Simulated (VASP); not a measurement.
```yaml
crystal:
  lattice:
    - [0.00000, 2.91000, 2.91000]
    - [2.91000, 0.00000, 2.91000]
    - [2.91000, 2.91000, 0.00000]
  atoms:
    - { symbol: Cd, position: [0.00000, 0.00000, 0.00000] }
    - { symbol: S, position: [0.25000, 0.25000, 0.25000] }
```

These are PBE GGA, VASP's PBE PAW potentials (set 64) (plane waves; VASP 6.6.1) values and carry that method's errors. Numerical set-up: PREC = Normal, 500 eV cut-off, 6×6×6 Γ-centred mesh, Gaussian smearing of 0.010 eV, potentials Cd_sv_GW S_GW.

Task: Give the stress tensor in GPa (positive for a compressed cell).

Result: 
```
2.00  0.00  0.00
0.00  2.00  0.00
0.00  0.00  2.00
```
The pressure is its mean diagonal, 2.00 GPa.

The compound is CdS in the zinc blende structure, a metastable form; wurtzite is the usual one. The cell was not relaxed at this level.
